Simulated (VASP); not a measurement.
Given:

```yaml
crystal:
  lattice:
    - [0.00000, 2.25221, 2.25221]
    - [2.25221, 0.00000, 2.25221]
    - [2.25221, 2.25221, 0.00000]
  atoms:
    - { symbol: Na, position: [0.00000, 0.00000, 0.00000] }
    - { symbol: F, position: [0.50000, 0.50000, 0.50000] }
```

The numbers are results of PBE GGA, VASP's PBE PAW potentials (set 64) (plane waves; VASP), not measurements. Run with 600 eV cut-off, 10×10×10 Γ-centred mesh, Gaussian smearing of 0.050 eV, potentials Na_pv F.

Give the stress tensor in GPa (positive for a compressed cell).

```
7.55  0.00  0.00
0.00  7.55  0.00
0.00  0.00  7.55
```
The pressure is its mean diagonal, 7.55 GPa.

The compound is NaF in the rock salt structure. This cell was strained or had an atom moved on purpose.
